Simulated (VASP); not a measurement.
Input:

```
AgCl
1.0
    0.00000     2.83050     2.83050
    2.83050     0.00000     2.83050
    2.83050     2.83050     0.00000
Ag Cl
1 1
Cartesian
  0.00000   0.00000   0.00000
  2.83050   2.83050   2.83050
```

Computed with PBE GGA, VASP's PBE PAW potentials (set 64) (plane waves; VASP 6.6.1). Run with 675 eV cut-off, 7×7×7 Γ-centred mesh, Gaussian smearing of 0.050 eV, potentials Ag Cl.

Problem. Predict the energy per atom (σ→0), pressure.

Solution. 
| Property | Result |
|---|---|
| energy per atom (σ→0) | -2.699 eV/atom |
| pressure | -1.08 GPa |

Total energies compare only between runs with the same potentials, cut-off and functional.

The compound is AgCl in the rock salt structure. The cell was not relaxed at this level. The run is one of a series of settings (ENCUT = 675 against the base run), some of them coarse on purpose.
